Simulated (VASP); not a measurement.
```
BaTiO3
1.0
    3.84041     0.00000     0.00000
    0.00000     3.84041     0.00000
    0.00000     0.00000     3.84041
Ba Ti O
1 1 3
Cartesian
  0.00000   0.00000   0.00000
  1.92020   1.92020   1.92020
  1.92020   0.00000   1.92020
  0.00000   1.92020   1.92020
  1.92020   1.92020   0.00000
```

These are LDA (Ceperley-Alder, Perdew-Zunger), VASP's LDA PAW potentials (set 64) (plane waves; VASP) values and carry that method's errors. Numerical set-up: 620 eV cut-off, 6×6×6 Γ-centred mesh, Gaussian smearing of 0.050 eV, potentials Ba_sv Ti_sv O.

Energy and stress use the plane-wave basis of the starting cell.

Q: The ions, cell shape and volume at an external pressure of 30.0 GPa are relaxed. Predict the relaxed structure.

A: 
```
BaTiO3
1.0
    3.79799     0.00000     0.00000
    0.00000     3.79799     0.00000
    0.00000     0.00000     3.79799
Ba Ti O
1 1 3
Cartesian
  0.00000   0.00000   0.00000
  1.89900   1.89900   1.89900
  1.89900   0.00000   1.89900
  0.00000   1.89900   1.89900
  1.89900   1.89900   0.00000
```
Space group Pm-3m (221), at a tolerance of 0.03 Å.

Q: How do energy and volume change from the first to the last step?

A: The energy (σ→0) changes by +57.0 meV/atom and the volume by -3.3 %, in 3 ionic steps.

The compound is BaTiO3 in the cubic perovskite structure, the ideal cubic form; the compound distorts at low or room temperature. This run relaxes it under an external pressure of 30 GPa. Symmetry was kept, so distortions that lower it aren't found.
